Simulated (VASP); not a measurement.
Given:

```
CELL_PARAMETERS angstrom
      4.50289     0.00000     0.00000
     -2.25145     3.89962     0.00000
      0.00000     0.00000     7.10327
ATOMIC_POSITIONS crystal
  Mg 0.00000 0.00000 0.00000
  Mg 0.33333 0.66667 0.36731
  Mg 0.66667 0.33333 0.63269
  Sb 0.33333 0.66667 0.77587
  Sb 0.66667 0.33333 0.22413
```

Level of theory: LDA (Ceperley-Alder, Perdew-Zunger), VASP's LDA PAW potentials (set 64) (plane waves; VASP 6.6.1). Run with 400 eV cut-off, 6×6×4 Γ-centred mesh, tetrahedra with Blöchl corrections, potentials Mg Sb.

Unless said otherwise, spin-orbit coupling is left out, though it shifts the bands of the heavy elements here.

### Question
Estimate the energy per atom (σ→0), band gap (on the k-mesh) with the smallest direct gap where there is one.

### Answer

band gap (on the k-mesh): 0.14 eV
smallest direct gap (on the k-mesh): 1.19 eV
energy per atom (σ→0): -3.416 eV/atom

The structure comes from a computed database's Mg3Sb2 entry (P-3m1); how it stands against other phases isn't given here. It was relaxed first.
